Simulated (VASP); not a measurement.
Crystal: Te2Mo.

```
Te Mo
1.0
     3.49637    0.00000    0.00000
    -1.74819    3.02795    0.00000
     0.00000    0.00000   13.70174
Te Mo
4 2
Direct
  0.33333 0.66667 0.61735
  0.66667 0.33333 0.11735
  0.33333 0.66667 0.88265
  0.66667 0.33333 0.38265
  0.33333 0.66667 0.25000
  0.66667 0.33333 0.75000
```

| Item | Value |
| --- | --- |
| Program | VASP 6.6.1 |
| Task | relaxation of cell and atoms |
| Functional | LDA |
| Potentials or basis | VASP PAW LDA potentials, release 64 (Te, Mo_sv) |
| Cutoff | 600 eV |
| k mesh | 9 × 9 × 2 |
| Occupations | gaussian, width 0.02 eV |
| Spin | no spin polarisation |

At the start: pressure -2.3 GPa; volume 24.18 Å³/atom.

Question: How do energy, volume and symmetry change on relaxing?

Answer: Over 11 steps the energy falls by 4.6 meV/atom and the volume is 24.00 Å³/atom (-0.7 %); space group P6_3/mmc (No. 194, to 0.05 Å).

Step by step:
| step | energy change (eV) | largest force (eV/Å) | pressure (GPa) | volume (Å³) |
| --- | --- | --- | --- | --- |
| 1 | 0.0000 | 0.3892 | -2.26 | 145.06 |
| 2 | 0.0619 | 0.6621 | 4.91 | 138.01 |
| 3 | -0.0235 | 0.0512 | 0.04 | 142.57 |
| 4 | -0.0235 | 0.0438 | 0.06 | 142.52 |
| 5 | -0.0245 | 0.0472 | 0.09 | 142.58 |
| 6 | -0.0256 | 0.0545 | 0.16 | 142.74 |
| 7 | -0.0263 | 0.0491 | 0.03 | 143.08 |
| 8 | -0.0268 | 0.0447 | -0.05 | 143.41 |
| 9 | -0.0272 | 0.0366 | -0.19 | 144.07 |
| 10 | -0.0269 | 0.0588 | 0.29 | 143.90 |
| 11 | -0.0274 | 0.0012 | -0.02 | 144.00 |

Final structure:
```
Te Mo
1.0
     3.47448    0.00000    0.00000
    -1.73724    3.00899    0.00000
     0.00000    0.00000   13.77364
Te Mo
4 2
Cartesian
  0.0000 2.0060 8.5310
  1.7372 1.0030 1.6442
  0.0000 2.0060 12.1295
  1.7372 1.0030 5.2426
  0.0000 2.0060 3.4434
  1.7372 1.0030 10.3302
```
